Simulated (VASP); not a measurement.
Method: LDA (Ceperley-Alder, Perdew-Zunger), VASP's LDA PAW potentials (set 64) (plane waves; VASP 6.6.1).

Input for VASP

INCAR:
```
SYSTEM = Al
PREC = Accurate
ENCUT = 520
EDIFF = 1E-7
NELM = 100
ALGO = Normal
LREAL = .FALSE.
LASPH = .TRUE.
ISMEAR = 1
SIGMA = 0.1
LWAVE = .FALSE.
LCHARG = .FALSE.
ISIF = 2
```

**POSCAR**
```
Al
1
    0.0000000000     2.0099460508     2.0099460508
    2.0099460508     0.0000000000     2.0099460508
    2.0099460508     2.0099460508     0.0000000000
Al
1
Direct
  0.0000000000   0.0000000000   0.0000000000
```

KPOINTS:
```
K-points
0
G
 16 16 16
0 0 0
```

POTCAR, in this order: Al (LDA.64 set). Program: vasp_std.

Q: Estimate the energy per atom (σ→0), pressure, band gap (on the k-mesh).

A: 
| Item | Value |
|---|---|
| energy per atom (σ→0) | -4.195 eV/atom |
| band gap (on the k-mesh) | none (metal, semimetal or under 0.01 eV) |
| pressure | -2.15 GPa |

**OSZICAR**
```
...
DAV:   4    -0.422371469777E+01   -0.59651E-04   -0.59653E-04  1985   0.179E-01
DAV:   5    -0.422371498748E+01   -0.28971E-06   -0.28987E-06  1920   0.969E-03    0.139E+00
DAV:   6    -0.420596352348E+01    0.17751E-01   -0.25668E-03  1750   0.320E-01    0.781E-01
DAV:   7    -0.419448379365E+01    0.11480E-01   -0.64477E-03  1690   0.498E-01    0.163E-01
DAV:   8    -0.419446145919E+01    0.22334E-04   -0.31763E-05  1915   0.571E-02    0.136E-02
DAV:   9    -0.419446126255E+01    0.19664E-06   -0.21963E-07  1900   0.327E-03    0.121E-03
DAV:  10    -0.419446124393E+01    0.18620E-07   -0.33377E-09  1355   0.572E-04
   1 F= -.41944612E+01 E0= -.41945751E+01  d E =0.341690E-03
```

The compound is Al in the fcc structure. This cell is one point of a volume scan, at 1.03 of the reference volume.
